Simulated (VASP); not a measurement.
A VASP calculation is set up with these files.

POSCAR:
```
Au
1
    0.0000000000     2.0808000000     2.0808000000
    2.0808000000     0.0000000000     2.0808000000
    2.0808000000     2.0808000000     0.0000000000
Au
1
Direct
  0.0000000000   0.0000000000   0.0000000000
```

File KPOINTS:
```
Automatic mesh
0
Gamma
11 11 11
0 0 0
```

INCAR:
```
SYSTEM = Au
PREC = Accurate
ENCUT = 400
EDIFF = 1E-6
NELM = 100
ALGO = Normal
LREAL = .FALSE.
LASPH = .TRUE.
ISMEAR = -1
SIGMA = 1.5
GGA = PE
LMAXMIX = 6
LWAVE = .FALSE.
LCHARG = .FALSE.
ISIF = 2
```

POTCAR, in this order: Au (PBE.64 set). Program: vasp_std.

Output

standard output:
```
 POSCAR found type information on POSCAR Au
 POSCAR found :  1 types and       1 ions
 Reading from existing POTCAR
 Reading from existing POTCAR
 LDA part: xc-table for (Slater+PW92), standard interpolation
 POSCAR, INCAR and KPOINTS ok, starting setup
 WAVECAR not read
 entering main loop
       N       E                     dE             d eps       ncg     rms          rms(c)
DAV:   1     0.274655252679E+02    0.27466E+02   -0.49676E+03  1240   0.855E+02
DAV:   2    -0.532153808386E+01   -0.32787E+02   -0.30425E+02  1043   0.164E+02
DAV:   3    -0.554127773815E+01   -0.21974E+00   -0.21927E+00  1219   0.140E+01
DAV:   4    -0.554191394766E+01   -0.63621E-03   -0.63390E-03  1130   0.768E-01
DAV:   5    -0.554192195186E+01   -0.80042E-05   -0.76149E-05  1132   0.652E-02    0.106E+01
DAV:   6    -0.509404952582E+01    0.44787E+00   -0.13726E+00  1032   0.119E+01    0.706E+00
DAV:   7    -0.506316104368E+01    0.30888E-01   -0.11388E-01  1080   0.338E+00    0.362E+00
DAV:   8    -0.505923952058E+01    0.39215E-02   -0.24789E-03  1066   0.514E-01    0.385E-01
DAV:   9    -0.505922018063E+01    0.19340E-04   -0.17734E-05  1089   0.467E-02    0.226E-02
DAV:  10    -0.505923046351E+01   -0.10283E-04   -0.45304E-06  1083   0.253E-02    0.118E-03
DAV:  11    -0.505923057049E+01   -0.10699E-06   -0.10976E-07   564   0.322E-03
   1 F= -.50592306E+01 E0= -.29434895E+01  d E =-.423148E+01
```

**OUTCAR**
```
------------------------ aborting loop because EDIFF is reached ----------------------------------------
  FORCE on cell =-STRESS in cart. coord.  units (eV):
  Direction    XX          YY          ZZ          XY          YZ          ZX
  --------------------------------------------------------------------------------------
  Total        1.9260321      1.9260321      1.9260321     -0.0000000     -0.0000000      0.0000000
  in kB      171.2588743    171.2588743    171.2588743     -0.0000000     -0.0000000      0.0000000
  external PRESSURE =     171.2588743 kB  Pullay stress =       0.0000000 kB
  volume of cell :       18.02
      direct lattice vectors                 reciprocal lattice vectors
     0.000000000  2.080800000  2.080800000    -0.240292195  0.240292195  0.240292195
     2.080800000  0.000000000  2.080800000     0.240292195 -0.240292195  0.240292195
     2.080800000  2.080800000  0.000000000     0.240292195  0.240292195 -0.240292195
 POSITION                                       TOTAL-FORCE (eV/Angst)
 -----------------------------------------------------------------------------------
      0.00000      0.00000      0.00000        -0.000000     -0.000000     -0.000000
 -----------------------------------------------------------------------------------
    total drift:                               -0.000000     -0.000000     -0.000000
  FREE ENERGIE OF THE ION-ELECTRON SYSTEM (eV)
  ---------------------------------------------------
  free  energy   TOTEN  =        -5.0592305705 eV

  energy  without entropy=       -0.8277483908  energy(sigma->0) =       -2.94348948
```
(Selected blocks of OUTCAR.)

Read input and log: which fault does this run have?
(A) NBANDS is too small to hold all electrons
(B) LEPSILON was set for a metal
(C) SIGMA is far too large
(D) LDA potentials were taken and GGA is not set, so the run is LDA and not PBE

C, SIGMA is far too large. The run ends without an error. Against the sound run, the energy per atom (σ→0) goes up by 0.286 eV/atom; the pressure rises by 17.80 GPa.

To mend it, set ISMEAR = 1, set SIGMA = 0.1.

The mended run (PBE GGA, plane waves, VASP's PBE PAW potentials (set 64)) converges, and its OSZICAR ends with
```
   1 F= -.32290706E+01 E0= -.32291169E+01  d E =0.138760E-03
```

The compound is Au in the fcc structure. The cell was not relaxed at this level.
